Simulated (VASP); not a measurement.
Here is the system:

```yaml
crystal:
  lattice:
    - [1.75303, -3.03633, 0.00000]
    - [1.75303, 3.03633, 0.00000]
    - [0.00000, 0.00000, 5.40645]
  atoms:
    - { symbol: Tm, position: [0.33333, 0.66667, 0.25000] }
    - { symbol: Tm, position: [0.66667, 0.33333, 0.75000] }
```

Level of theory: MS2 meta-GGA, VASP's PBE PAW potentials (set 64) (plane waves; VASP 6.6.1). Numerical set-up: 520 eV cut-off, 13×13×8 Γ-centred mesh, tetrahedra with Blöchl corrections, potentials Tm_3.

The 4f electrons are frozen in the core of the lanthanide potential, so 4f levels, which can set the real gap, and their magnetism are missing.

Problem. Give the energies of bands 7 to 12 at the high-symmetry points, in eV from the Fermi level.

Solution. 
| band | Γ | M | K | A | L | H |
|---|---|---|---|---|---|---|
| 7 | -5.91 | -2.24 | -0.91 | -4.12 | -2.14 | -0.61 |
| 8 | -2.38 | -1.50 | -0.90 | -4.12 | -2.14 | -0.61 |
| 9 | 1.19 | -0.96 | -0.90 | 1.24 | 0.14 | -0.49 |
| 10 | 2.13 | -0.19 | -0.58 | 1.24 | 0.14 | -0.49 |
| 11 | 2.13 | 1.73 | 1.39 | 2.00 | 1.63 | 0.54 |
| 12 | 2.67 | 1.83 | 1.39 | 2.00 | 1.63 | 0.54 |

It has no gap at this level: it comes out as a metal or semimetal.

The compound is Tm in the hcp structure. It was relaxed first.
